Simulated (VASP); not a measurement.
VASP ran on this input.

File KPOINTS:
```
Automatic mesh
0
Gamma
6 6 6
0 0 0
```

**INCAR**
```
SYSTEM  =  BaTiO3
PREC  =  Accurate; ENCUT  =  620; LREAL  =  .FALSE.
LASPH  =  .TRUE.
EDIFF  =  1E-6; NELM  =  100; ALGO  =  Normal
LMAXMIX  =  4
ISMEAR  =  0; SIGMA  =  0.05
GGA  =  PS
IBRION  =  2; NSW  =  40; ISIF  =  3
EDIFFG  =  -0.02; PSTRESS  =  200
LWAVE  =  .FALSE.; LCHARG  =  .FALSE.
```

**POSCAR**
```
BaTiO3
1.0
  3.8641235478   0.0000000000   0.0000000000
  0.0000000000   3.8641235478   0.0000000000
  0.0000000000   0.0000000000   3.8638290735
Ba Ti O
1 1 3
direct
  0.0000000000   0.0000000000   0.9927811838
  0.5000000000   0.5000000000   0.4933078032
  0.5000000000   0.5000000000   0.9924547033
  0.0000000000   0.5000000000   0.4927281549
  0.5000000000   0.0000000000   0.4927281549
```

POTCAR, in this order: Ba_sv Ti_sv O (PBE.64 set). Program: vasp_std.

Task: Translate this PBEsol calculation to Quantum ESPRESSO's pw.x.

Result: One equivalent input (not run):
```
&CONTROL
  calculation = 'vc-relax'
  pseudo_dir = './pseudo'
  outdir = './out'
  tprnfor = .true.
  tstress = .true.
  nstep = 40
  forc_conv_thr = 0.00078
/
&SYSTEM
  ibrav = 0
  nat = 5
  ntyp = 3
  ecutwfc = 84
  occupations = 'smearing'
  smearing = 'gaussian'
  degauss = 0.003675
  input_dft = 'pbesol'
/
&ELECTRONS
  conv_thr = 7.3e-08
  electron_maxstep = 100
/
&IONS
/
&CELL
  press = 200
/
ATOMIC_SPECIES
  Ba 137.327 Ba.upf
  Ti 47.867 Ti.upf
  O 15.999 O.upf
CELL_PARAMETERS angstrom
     3.8641235    0.0000000    0.0000000
     0.0000000    3.8641235   -0.0000000
     0.0000000   -0.0000000    3.8638291
ATOMIC_POSITIONS crystal
  Ba   0.0000000  0.0000000  0.9927812
  Ti   0.5000000  0.5000000  0.4933078
  O    0.5000000  0.5000000  0.9924547
  O    0.0000000  0.5000000  0.4927282
  O    0.5000000  0.0000000  0.4927282
K_POINTS automatic
  6 6 6 0 0 0
```
Limits of the translation: the potentials are each code's own (VASP's PAW set, PseudoDojo norm-conserving files in pw.x), so ENCUT and ecutwfc are chosen apart and not converted; conv_thr bounds pw.x's estimated SCF error, while EDIFF bounds the energy change between steps; forc_conv_thr acts on force components and is met together with etot_conv_thr.

The compound is BaTiO3 in the tetragonal perovskite structure. It was relaxed first under an external pressure of 20 GPa.
